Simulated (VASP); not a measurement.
An input for Quantum ESPRESSO's pw.x (written as the equivalent of a VASP run, and not itself run):

```
&CONTROL
  calculation = 'scf'
  pseudo_dir = './pseudo'
  outdir = './out'
  tprnfor = .true.
  tstress = .true.
/
&SYSTEM
  ibrav = 0
  nat = 2
  ntyp = 2
  ecutwfc = 86
  occupations = 'smearing'
  smearing = 'gaussian'
  degauss = 0.003675
  input_dft = 'vdw-df2'
/
&ELECTRONS
  conv_thr = 7.3e-09
  electron_maxstep = 100
/
ATOMIC_SPECIES
  Pb 207.200 Pb.upf
  Se 78.971 Se.upf
CELL_PARAMETERS angstrom
     0.0000000    3.1710222    3.1710222
     3.1710222    0.0000000    3.1710222
     3.1710222    3.1710222    0.0000000
ATOMIC_POSITIONS crystal
  Pb   0.0000000  0.0000000  0.0000000
  Se   0.5000000  0.5000000  0.5000000
K_POINTS automatic
  7 7 7 0 0 0
```

Write the VASP files for the same calculation (vdW-DF2).

One answer among several that fit: 
### INCAR
```
! general
SYSTEM  =PbSe
PREC    =Accurate
ENCUT   =520
LREAL   =F
LASPH   =T

! electronic loop
EDIFF   =1E-7
NELM    =100
ALGO    =Normal
LMAXMIX =4

! smearing
ISMEAR  =0
SIGMA   =0.05

! functional
GGA     =ML
LUSE_VDW=T
AGGAC   =0.0
ZAB_VDW =-1.8867

! ions
ISIF    =2

! output
LWAVE   =F
LCHARG  =F
```

### KPOINTS
```
Automatic mesh
0
Gamma
7 7 7
0 0 0
```

### POSCAR
```
PbSe
1.0
  0.0000000000   3.1710222462   3.1710222462
  3.1710222462   0.0000000000   3.1710222462
  3.1710222462   3.1710222462   0.0000000000
Pb Se
1 1
direct
  0.0000000000   0.0000000000   0.0000000000
  0.5000000000   0.5000000000   0.5000000000
```

POTCAR, in this order: Pb_d Se (PBE.64 set). Program: vasp_std.

Limits of the translation: the potentials are each code's own (VASP's PAW set, PseudoDojo norm-conserving files in pw.x), so ENCUT and ecutwfc are chosen apart and not converted; conv_thr bounds pw.x's estimated SCF error, while EDIFF bounds the energy change between steps.

The compound is PbSe in the rock salt structure. This cell is one point of a volume scan, at 0.97 of the reference volume.
